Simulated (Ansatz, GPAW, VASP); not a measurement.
Code comparison for W (Im-3m, 1 atom in the cell)

Self-consistent single point, at a second geometry (lattice scaled by 0.98). First geometry:

```
CELL_PARAMETERS angstrom
     -1.54587     1.54587     1.54587
      1.54587    -1.54587     1.54587
      1.54587     1.54587    -1.54587
ATOMIC_POSITIONS crystal
  W  0.00000 0.00000 0.00000
```

Shared settings, as Ansatz (a quantum-chemistry and plane-wave program) writes them: kpoints.mp_grid.grid = 12 12 12; scf.occupations.method = fermi_dirac; scf.occupations.width = 0.1 eV. Potentials and cutoffs stand in the table.

| code | model | ΔF from the first geometry (meV/atom) | pressure (GPa) | cutoff |
|---|---|---|---|---|
| Ansatz | PBE, default PAW files | 245.3 | 60.05 | default |
| VASP | PBE, VASP's PBE PAW potentials (set 64) | 251.9 | 60.56 | 300 eV |
| GPAW | PBE, GPAW PAW datasets PBE (gpaw-data 1.0.1) | 244.0 | 59.83 | 550 eV |

For VASP (by 1.0 GPa) the energy change implies a higher mean pressure, against the two pressures, than for the other programs: a sign of finite-basis (Pulay) stress.

On Ansatz's run: spin-orbit coupling is off. Spin polarisation is off.

The spread over the programs that give each value: ΔF from the first geometry within 7.9 meV/atom; pressure within 0.73 GPa.

Ansatz's pressure is given at a fixed set of plane waves, as the other plane-wave codes print theirs; with its correction for the finite basis it is 60.16 GPa.

VASP's run is marked for a possible Pulay error in its stress at this cutoff; no cutoff test was made.

The starting cell has typed, rounded lattice constants, without a prior relaxation at this level. Its lattice was rescaled by a random factor within 2.5 % of one. For this run, on top of that: lattice scaled by 0.98.

Left out of this page: Quantum ESPRESSO, CP2K, Elk, FLEUR and SIESTA (not drawn, or without a comparable value); ABINIT (with a known weakness of the program).

Keys are those of Ansatz 0.2.
